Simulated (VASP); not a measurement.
Here is the system:

```xyz
2
Lattice="3.6062 -1.9321 -0.0544 3.6062 1.9321 -0.0544 2.6193 0.0000 3.1433" Properties=species:S:1:pos:R:3 pbc="T T T"
As     2.2665     0.0000     0.6996
As     7.5652     0.0000     2.3350
```

Computed with PBE GGA with D4 dispersion, VASP's PBE PAW potentials (set 64) (plane waves; VASP 6.6.1). Run with 520 eV cut-off, 12×12×12 Γ-centred mesh, first-order Methfessel-Paxton smearing of 0.10 eV, potentials As.

### Question
The ions and cell shape at fixed volume are relaxed. Which structure does the run end with?

### Answer

```xyz
2
Lattice="3.6860 -1.9078 -0.0151 3.6860 1.9078 -0.0151 2.7114 0.0000 3.1424" Properties=species:S:1:pos:R:3 pbc="T T T"
As     2.2968     0.0000     0.7089
As     7.7865     0.0000     2.4033
```
Space group R-3m (166), at a tolerance of 0.03 Å.

### Question
How much energy does the relaxation gain?

### Answer
The energy (σ→0) changes by -6.6 meV/atom, in 7 ionic steps.

The compound is As in the a7 structure. This cell is one point of a volume scan, at 1.06 of the reference volume. Symmetry was kept, so distortions that lower it aren't found.
